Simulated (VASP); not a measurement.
All values below come from PBE GGA, VASP's PBE PAW potentials (set 64) (plane waves; VASP).

VASP input:

INCAR:
```
SYSTEM=Mo3Si
PREC=Accurate; ENCUT=300; LREAL=F
LASPH=T
EDIFF=1E-6; NELM=100; ALGO=Normal
LMAXMIX=4
ISMEAR=0; SIGMA=0.2
GGA=PE
ISIF=2
LWAVE=F; LCHARG=F
```

**KPOINTS**
```
Automatic mesh
0
Gamma
5 5 5
0 0 0
```

POSCAR:
```
Mo3Si
1
    4.8401220000     0.0000000000     0.0000000000
    0.0000000000     4.8401220000     0.0000000000
    0.0000000000     0.0000000000     4.8401220000
Si Mo
2 6
Direct
  0.5000000000   0.5000000000   0.5000000000
  0.0000000000   0.0000000000   0.0000000000
  0.2500000000   0.0000000000   0.5000000000
  0.5000000000   0.2500000000   0.0000000000
  0.5000000000   0.7500000000   0.0000000000
  0.7500000000   0.0000000000   0.5000000000
  0.0000000000   0.5000000000   0.7500000000
  0.0000000000   0.5000000000   0.2500000000
```

POTCAR, in this order: Si Mo_sv (PBE.64 set). Program: vasp_std.

The resulting files:

### OSZICAR
```
       N       E                     dE             d eps       ncg     rms          rms(c)
DAV:   1     0.813226566236E+03    0.81323E+03   -0.42743E+04  1188   0.115E+03
DAV:   2    -0.471016319567E+02   -0.86033E+03   -0.83746E+03  1234   0.432E+02
DAV:   3    -0.821794643135E+02   -0.35078E+02   -0.34045E+02  1424   0.782E+01
DAV:   4    -0.828321161855E+02   -0.65265E+00   -0.64784E+00  1352   0.880E+00
DAV:   5    -0.828430143825E+02   -0.10898E-01   -0.10885E-01  1318   0.111E+00    0.450E+01
DAV:   6    -0.792587373692E+02    0.35843E+01   -0.12955E+01  1222   0.166E+01    0.135E+01
DAV:   7    -0.789740514532E+02    0.28469E+00   -0.93397E-01  1401   0.422E+00    0.363E+00
DAV:   8    -0.789256225097E+02    0.48429E-01   -0.12365E-01  1266   0.118E+00    0.549E-01
DAV:   9    -0.789245984701E+02    0.10240E-02   -0.72601E-03  1344   0.278E-01    0.295E-01
DAV:  10    -0.789245452258E+02    0.53244E-04   -0.63314E-04  1363   0.150E-01    0.123E-01
DAV:  11    -0.789245579582E+02   -0.12732E-04   -0.30430E-05  1304   0.302E-02    0.236E-02
DAV:  12    -0.789245524864E+02    0.54718E-05   -0.11877E-05  1235   0.200E-02    0.377E-03
DAV:  13    -0.789245523371E+02    0.14924E-06   -0.22688E-07   784   0.212E-03
   1 F= -.78924552E+02 E0= -.78896290E+02  d E =-.565242E-01
```

**OUTCAR**
```
------------------------ aborting loop because EDIFF is reached ----------------------------------------
  FORCE on cell =-STRESS in cart. coord.  units (eV):
  Direction    XX          YY          ZZ          XY          YZ          ZX
  --------------------------------------------------------------------------------------
  Total        7.5559012      7.5559012      7.5559012      0.0000000      0.0000000      0.0000000
  in kB      106.7647602    106.7647602    106.7647602      0.0000000      0.0000000      0.0000000
  external PRESSURE =     106.7647602 kB  Pullay stress =       0.0000000 kB
  volume of cell :      113.39
      direct lattice vectors                 reciprocal lattice vectors
     4.840122000  0.000000000  0.000000000     0.206606362  0.000000000  0.000000000
     0.000000000  4.840122000  0.000000000     0.000000000  0.206606362  0.000000000
     0.000000000  0.000000000  4.840122000     0.000000000  0.000000000  0.206606362
 POSITION                                       TOTAL-FORCE (eV/Angst)
 -----------------------------------------------------------------------------------
      2.42006      2.42006      2.42006         0.000000      0.000000      0.000000
      0.00000      0.00000      0.00000         0.000000      0.000000      0.000000
      1.21003      0.00000      2.42006        -0.000000     -0.000000      0.000000
      2.42006      1.21003      0.00000        -0.000000      0.000000     -0.000000
      2.42006      3.63009      0.00000        -0.000000     -0.000000     -0.000000
      3.63009      0.00000      2.42006         0.000000     -0.000000     -0.000000
      0.00000      2.42006      3.63009         0.000000      0.000000     -0.000000
      0.00000      2.42006      1.21003         0.000000     -0.000000      0.000000
 -----------------------------------------------------------------------------------
    total drift:                                0.000000      0.000000     -0.000000
  FREE ENERGIE OF THE ION-ELECTRON SYSTEM (eV)
  ---------------------------------------------------
  free  energy   TOTEN  =       -78.9245523371 eV

  energy  without entropy=      -78.8680281416  energy(sigma->0) =      -78.89629024
```
(Selected blocks of OUTCAR.)

At this cut-off the stress carries a Pulay error, which pulls relaxed volumes low.

The structure is a typed Mo3Si crystal. The cell was not relaxed at this level, and its volume differs by -5.9 % from the start's.
